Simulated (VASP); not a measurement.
# OsF (P6_3/mmc) in VASP: notebook

Runs on OsF. Level: PBE. Tasks: single point, relaxation of cell and atoms.

All numbers are computed with VASP 6.6.1; they aren't measurements. Logs are shortened: lines on timing, memory, paths and dates and some standing lists are left out, and cuts for length are marked.

## Step 1: Starting point

Symmetry: P6_3/mmc, No. 194, hexagonal system. The conventional cell has a = 3.778 Å, b = 3.778 Å, c = 3.974 Å, α = 90.00°, β = 90.00°, γ = 120.00°. Os (site symmetry -6m2) is surrounded by 6 F at 2.40 Å. F (site symmetry -3m) has 2 F at 1.99 Å as nearest neighbours.

The cell was built by a generator and needn't be a form met in nature.

## Step 2: Single point, PBE

The input, INCAR:

```
PREC = Accurate
ENCUT = 520
EDIFF = 1E-6
ISMEAR = 0
SIGMA = 0.1
LREAL = F
LASPH = T
NELM = 100
ALGO = Fast
ISIF = 2
LWAVE = F
LCHARG = F
GGA = PE
NBANDS = 23
```

The input, KPOINTS:

```
Automatic mesh
0
Gamma
  15 15 12
```

The input, POSCAR:

```
OsF
1.0
    3.7781306796      0.0000000000      0.0000000000
   -1.8890653398      3.2719571474      0.0000000000
    0.0000000000      0.0000000000      3.9739466344
Os F
2 2
Direct
    0.3333333333      0.6666666667      0.7500000000
    0.6666666667      0.3333333333      0.2500000000
    0.0000000000      0.0000000000      0.0000000000
    0.0000000000      0.0000000000      0.5000000000
```

Potentials or basis: VASP PAW PBE potentials, release 64 (Os, F).

Launch:

```
cat potpaw_PBE.64/Os/POTCAR potpaw_PBE.64/F/POTCAR > POTCAR
mpirun -np 1 vasp_std > vasp.out
```

OUTCAR:

```text
PREC = Accurate
   ENCUT = 520
   EDIFF = 1E-6
   ISMEAR = 0
   LREAL = F
   LASPH = T
   NELM = 100
   ISIF = 2
   GGA = PE

 ion  position               nearest neighbor table
   1  0.333  0.667  0.750-   3 2.40   4 2.40   3 2.40   4 2.40   3 2.40   4 2.40   2 2.95   2 2.95
                             2 2.95   2 2.95   2 2.95   2 2.95
   2  0.667  0.333  0.250-   3 2.40   4 2.40   3 2.40   4 2.40   3 2.40   4 2.40   1 2.95   1 2.95
                             1 2.95   1 2.95   1 2.95   1 2.95
   3  0.000  0.000  0.000-   1 2.40   2 2.40   2 2.40   1 2.40   2 2.40   1 2.40
   4  0.000  0.000  0.500-   1 2.40   2 2.40   2 2.40   1 2.40   2 2.40   1 2.40

  LATTYP: Found a hexagonal cell.
 ALAT       =     3.7781306796
 C/A-ratio  =     1.0518287935

  Lattice vectors:

 A1 = (   3.7781306796,   0.0000000000,   0.0000000000)
 A2 = (  -1.8890653398,   3.2719571474,   0.0000000000)
 A3 = (   0.0000000000,   0.0000000000,   3.9739466344)

Analysis of symmetry for initial positions (statically):
=====================================================================
 Subroutine PRICEL returns:
 Original cell was already a primitive cell.

 Routine SETGRP: Setting up the symmetry group for a
 hexagonal supercell.

 Subroutine GETGRP returns: Found 24 space group operations
 (whereof 12 operations were pure point group operations)
 out of a pool of 24 trial point group operations.

The static configuration has the point symmetry D_3d.
 The point group associated with its full space group is D_6h.

Analysis of symmetry for dynamics (positions and initial velocities):
=====================================================================
 Subroutine PRICEL returns:
 Original cell was already a primitive cell.

 Routine SETGRP: Setting up the symmetry group for a
 hexagonal supercell.

 Subroutine GETGRP returns: Found 24 space group operations
 (whereof 12 operations were pure point group operations)
 out of a pool of 24 trial point group operations.

The dynamic configuration has the point symmetry D_3d.
 The point group associated with its full space group is D_6h.

 Subroutine INISYM returns: Found 24 space group operations
 (whereof 12 operations are pure point group operations),
 and found     1 'primitive' translations

----------------------------------------------------------------------------------------

                                     Primitive cell

  volume of cell :      49.1255

  direct lattice vectors                    reciprocal lattice vectors
     3.778130680  0.000000000  0.000000000     0.264681157  0.152813737  0.000000000
    -1.889065340  3.271957147  0.000000000     0.000000000  0.305627475  0.000000000
     0.000000000  0.000000000  3.973946634     0.000000000  0.000000000  0.251639011

  length of vectors
     3.778130680  3.778130680  3.973946634     0.305627475  0.305627475  0.251639011

  position of ions in fractional coordinates (direct lattice)
     0.333333333  0.666666667  0.750000000
     0.666666667  0.333333333  0.250000000
     0.000000000  0.000000000  0.000000000
     0.000000000  0.000000000  0.500000000

  ion indices of the primitive-cell ions
   primitive index   ion index
                 1           1
                 2           2
                 3           3
                 4           4

----------------------------------------------------------------------------------------

 KPOINTS: Automatic mesh

Automatic generation of k-mesh.
 Grid dimensions read from file:
 generate k-points for:   15   15   12

 Generating k-lattice:

  Cartesian coordinates                     Fractional coordinates (reciprocal lattice)
     0.017645410  0.010187582  0.000000000     0.066666667 -0.000000000  0.000000000
     0.000000000  0.020375165  0.000000000     0.000000000  0.066666667  0.000000000
     0.000000000  0.000000000  0.020969918     0.000000000  0.000000000  0.083333333

  Length of vectors
     0.020375165  0.020375165  0.020969918

  Shift w.r.t. Gamma in fractional coordinates (k-lattice)
     0.000000000  0.000000000  0.000000000

 Subroutine IBZKPT returns following result:
 ===========================================

 Found    189 irreducible k-points:

 Following reciprocal coordinates:
            Coordinates               Weight
  0.000000  0.000000  0.000000      1.000000
  0.066667 -0.000000  0.000000      6.000000
  0.133333  0.000000  0.000000      6.000000
  0.200000  0.000000  0.000000      6.000000
  0.266667  0.000000  0.000000      6.000000
  0.333333  0.000000  0.000000      6.000000
[... 16 lines left out ...]
  0.333333  0.200000  0.000000     12.000000
  0.400000  0.200000  0.000000      6.000000
 [... further k-points ...]
   k-points           NKPTS =    189   k-points in BZ     NKDIM =    189   number of bands    NBANDS=     23
   number of dos      NEDOS =    301   number of ions     NIONS =      4
   total plane-waves  NPLWV =  23520
   dimension x,y,z NGX =    28 NGY =   28 NGZ =   30
   dimension x,y,z NGXF=    56 NGYF=   56 NGZF=   60
   ions per type =               2   2
   NGX,Y,Z   is equivalent  to a cutoff of  12.32, 12.32, 12.55 a.u.
   NGXF,Y,Z  is equivalent  to a cutoff of  24.64, 24.64, 25.10 a.u.
 SYSTEM =  unknown system
   PREC   = accura    normal or accurate (medium, high low for compatibility)
   ISTART =      0    job   : 0-new  1-cont  2-samecut
   ICHARG =      2    charge: 1-file 2-atom 10-const
   ISPIN  =      1    spin polarized calculation?
   LNONCOLLINEAR =      F non collinear calculations
   LSORBIT =      F    spin-orbit coupling
   LASPH  =      T    aspherical Exc in radial PAW
   ENCUT  =  520.0 eV  38.22 Ry    6.18 a.u.   7.02  7.02  7.39*2*pi/ulx,y,z
   NELM   =    100;   NELMIN=  2; NELMDL= -5     # of ELM steps
   EDIFF  = 0.1E-05   stopping-criterion for ELM
   LREAL  =      F    real-space projection
   EDIFFG = 0.1E-04   stopping-criterion for IOM
   NSW    =      0    number of steps for IOM
   IBRION =     -1    ionic relax: 0-MD 1-quasi-New 2-CG
   NFREE  =      0    steps in history (QN), initial steepest desc. (CG)
   ISIF   =      2    stress and relaxation
   ISYM   =      2    0-nonsym 1-usesym 2-fastsym
   POTIM  = 0.5000    time-step for ionic-motion
   TEBEG  =    0.0;   TEEND  =   0.0 temperature during run
   PSTRESS=    0.0 pullay stress
   NELECT =      30.0000    total number of electrons
   NUPDOWN=      -1.0000    fix difference up-down
   EMIN   =  10.00;   EMAX   =-10.00  energy-range for DOS
   EFERMI =   0.00;   METHOD = LEGACY
   ISMEAR =     0;   SIGMA  =   0.10  broadening in eV -4-tet -1-fermi 0-gaus
   EFERMI_NEDOS =   21; number of points for ismear=-14 and -15
   IALGO  =     68    algorithm
   IMIX   =      4    mixing-type and parameters
     AMIX     =   0.40;   BMIX     =  1.00
     AMIX_MAG =   1.60;   BMIX_MAG =  1.00
  volume/ion in A,a.u.               =      12.28        82.88
  Fermi-wavevector in a.u.,A,eV,Ry     =   1.388928  2.624693 26.247282  1.929121
  Thomas-Fermi vector in A             =   2.513007
   LORBIT       =      0    0 simple, 1 ext, 2 COOP (PROOUT), +10 PAW based schemes
   GGA     = PE    functional components
   LHFCALC =     F    Hartree Fock is set to
   AEXX    =    0.0000 exact exchange contribution
   IVDW    =     0    specifies the selected vdW correction
   LEPSILON=     F    determine dielectric tensor
   LRPA    =     F    only Hartree local field effects (RPA)
 non-spin polarized calculation
 RMM-DIIS sequential band-by-band and
 Gauss-broadening in eV      SIGMA  =   0.10
  energy-cutoff  :      520.00
  volume of cell :       49.13
 maximum number of plane-waves:      1341
   NGX = 15   NGY = 15   NGZ = 15

 number of electron      30.0000013 magnetization

 Free energy of the ion-electron system (eV)
  ---------------------------------------------------
  ext. energy  EPLUGINS =         0.00000000
  ---------------------------------------------------
  free energy    TOTEN  =       -21.17579890 eV

  energy without entropy =      -21.15694981  energy(sigma->0) =      -21.16637435

 E-fermi :   5.9423     XC(G=0): -12.5510

 val. band max:        5.9393712090   @ k =   0.2667   0.1333   0.0000
 cond. band min:       5.9440045958   @ k =   0.2000   0.1333   0.3333
 fundamental gap:      0.0046333869
 Fermi energy:         5.9423139206

 k-point     1 :       0.0000    0.0000    0.0000
  band No.  band energies     occupation
      1     -19.7787      2.00000
      2     -17.4014      2.00000
      3      -3.3274      2.00000
      4      -2.2040      2.00000
      5      -2.2040      2.00000
      6       0.0957      2.00000
[... 15 lines left out ...]
     22      15.1123      0.00000
     23      16.6496      0.00000

 k-point     2 :       0.0667   -0.0000    0.0000
  band No.  band energies     occupation
      1     -19.7727      2.00000
      2     -17.4038      2.00000
      3      -3.3060      2.00000
      4      -2.2944      2.00000
      5      -2.1799      2.00000
      6       0.0473      2.00000
[... 15 lines left out ...]
     22      15.1223      0.00000
     23      17.1818      0.00000

 k-point     3 :       0.1333    0.0000    0.0000
  band No.  band energies     occupation
      1     -19.7560      2.00000
      2     -17.4098      2.00000
      3      -3.2469      2.00000
      4      -2.4984      2.00000
      5      -2.1105      2.00000
      6      -0.0801      2.00000
[... 15 lines left out ...]
     22      15.1515      0.00000
     23      17.8002      0.00000
[... 495 lines left out ...]
 k-point    23 :       0.3333    0.2000    0.0000
  band No.  band energies     occupation
      1     -19.6397      2.00000
      2     -17.4512      2.00000
      3      -2.9251      2.00000
      4      -2.6782      2.00000
      5      -1.8455      2.00000
      6      -0.5314      2.00000
[... 15 lines left out ...]
     22      17.0633      0.00000
     23      17.7643      0.00000

 k-point    24 :       0.4000    0.2000    0.0000
  band No.  band energies     occupation
      1     -19.6353      2.00000
      2     -17.4527      2.00000
      3      -2.9227      2.00000
      4      -2.6238      2.00000
      5      -1.8678      2.00000
      6      -0.5447      2.00000
[... 15 lines left out ...]
     22      17.4094      0.00000
     23      17.4665      0.00000

 [... further k-points ...]

------------------------ aborting loop because EDIFF is reached ----------------------------------------

  FORCE on cell =-STRESS in cart. coord.  units (eV):
  Direction    XX          YY          ZZ          XY          YZ          ZX
  --------------------------------------------------------------------------------------
  -------------------------------------------------------------------------------------
  Total       -0.1437900     -0.1437900      0.0643033      0.0000000      0.0000000      0.0000000
  in kB       -4.6895656     -4.6895656      2.0971863      0.0000000      0.0000000      0.0000000
  external PRESSURE =      -2.4273150 kB  Pullay stress =       0.0000000 kB

 VOLUME and BASIS-vectors are now :
 -----------------------------------------------------------------------------
  energy-cutoff  :      520.00
  volume of cell :       49.13
      direct lattice vectors                 reciprocal lattice vectors
     3.778130680  0.000000000  0.000000000     0.264681157  0.152813737  0.000000000
    -1.889065340  3.271957147  0.000000000     0.000000000  0.305627475  0.000000000
     0.000000000  0.000000000  3.973946634     0.000000000  0.000000000  0.251639011

 POSITION                                       TOTAL-FORCE (eV/Angst)
 -----------------------------------------------------------------------------------
     -0.00000      2.18130      2.98046         0.000000     -0.000000      0.000000
      1.88907      1.09065      0.99349        -0.000000      0.000000      0.000000
      0.00000      0.00000      0.00000        -0.000000      0.000000      0.000000
      0.00000      0.00000      1.98697         0.000000      0.000000      0.000000
 -----------------------------------------------------------------------------------
    total drift:                               -0.000000      0.000000     -0.000000

  FREE ENERGIE OF THE ION-ELECTRON SYSTEM (eV)
  ---------------------------------------------------
  free  energy   TOTEN  =       -21.1757988969 eV

  energy  without entropy=      -21.1569498108  energy(sigma->0) =      -21.16637435
```

It took 90 s on 1 thread of Intel Xeon 6975P-C (Granite Rapids), shared host; peak memory 0.29 GiB.

What came out:

| Item | Value |
| --- | --- |
| Free energy | -21.1758 eV |
| Pressure | -0.2 GPa |
| Band gap on the k mesh | none (metal or under the smearing width) |

Levels at points of the mesh, in eV from the Fermi level:
| k point | band 12 | band 13 | band 14 | band 15 | band 16 | band 17 | band 18 | band 19 |
| --- | --- | --- | --- | --- | --- | --- | --- | --- |
| (0.00, 0.00, 0.00) | -1.69 | -1.69 | -1.69 | 0.73 | 0.75 | 0.75 | 1.72 | 1.72 |
| (0.00, 0.00, 0.50) | -1.39 | -1.26 | -1.26 | -0.45 | -0.45 | 0.68 | 0.68 | 0.68 |

## Step 3: Relaxation of cell and atoms, PBE

This run uses another cell than the first one, of 12.25 Å³/atom, 0.998 times its volume.

The input, INCAR:

```
SYSTEM = OsF
  PREC = Accurate
  ENCUT = 600
  EDIFF = 1E-6
  ISMEAR = 0
  SIGMA = 0.1
  LREAL = .FALSE.
  LASPH = .TRUE.
  NELM = 60
  ALGO = Fast
  ISIF = 3
  LWAVE = .FALSE.
  LCHARG = .FALSE.
  GGA = PE
  IBRION = 2
  NSW = 100
  EDIFFG = -0.01
```

The input, KPOINTS:

```
Automatic mesh
0
G
  15 15 12
  0 0 0
```

The input, POSCAR:

```
OsF
1.0
    3.7737516480      0.0000000000      0.0000000000
   -1.8868758240      3.2681647947      0.0000000000
    0.0000000000      0.0000000000      3.9739360849
Os F
2 2
Direct
    0.3333333333      0.6666666667      0.7500000000
    0.6666666667      0.3333333333      0.2500000000
    0.0000000000      0.0000000000      0.0000000000
    0.0000000000      0.0000000000      0.5000000000
```

Potentials or basis: VASP PAW PBE potentials, release 64 (Os, F).

Launch:

```
cat potpaw_PBE.64/Os/POTCAR potpaw_PBE.64/F/POTCAR > POTCAR
mpirun -np 1 vasp_std > vasp.out
```

Run time: 3.4 min. Hardware: 1 thread of Intel Xeon 6975P-C (Granite Rapids), shared host; peak memory 0.33 GiB.

Results (log left out):

* Free energy: -21.1821 eV
* Relaxed volume: 12.27 Å³/atom
* Relaxed cell: a = 3.775 Å, b = 3.775 Å, c = 3.977 Å, α = 90.00°, β = 90.00°, γ = 120.00°
* Space group after relaxing (to 0.05 Å): P6_3/mmc (No. 194)
* Energy gained by relaxing: 0.0 meV/atom
* Ionic steps: 3
* Pressure after relaxing: 0.0 GPa
* Band gap on the k mesh: none (metal or under the smearing width)

Final structure:
```xyz
4
Lattice="3.7747 0.0000 0.0000 -1.8874 3.2690 0.0000 0.0000 0.0000 3.9767" Properties=species:S:1:pos:R:3 pbc="T T T"
Os    0.0000    2.1793    2.9825
Os    1.8874    1.0897    0.9942
F    -1.8874    3.2690    0.0000
F    -1.8874    3.2690    1.9883
```

Levels at points of the mesh, in eV from the Fermi level:
```csv
k point,band 13,band 14,band 15,band 16,band 17,band 18
"(0.00, 0.00, 0.00)",-1.69,-1.69,0.73,0.75,0.75,1.72
"(0.00, 0.00, 0.50)",-1.26,-1.26,-0.46,-0.46,0.68,0.68
```

Spin-orbit coupling is left out, which matters for the levels of Os.

[end of part 1 of 2]
